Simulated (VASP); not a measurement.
Computed with LDA (Ceperley-Alder, Perdew-Zunger), VASP's LDA PAW potentials (set 64) (plane waves; VASP). Each cell was relaxed at this level.

**Question.** Which of these has an unstable (imaginary) mode at Γ?
A) HfPbO3, Pm-3m (221)
B) CdS, P6_3mc (186)
C) BN, F-43m (216)
D) Bi, R-3m (166)

**Answer.** A, HfPbO3, Pm-3m (221). Its optical Γ-point modes are 122i (×3), 105 (×3), 145 (×3), 600 (×3) cm⁻¹.
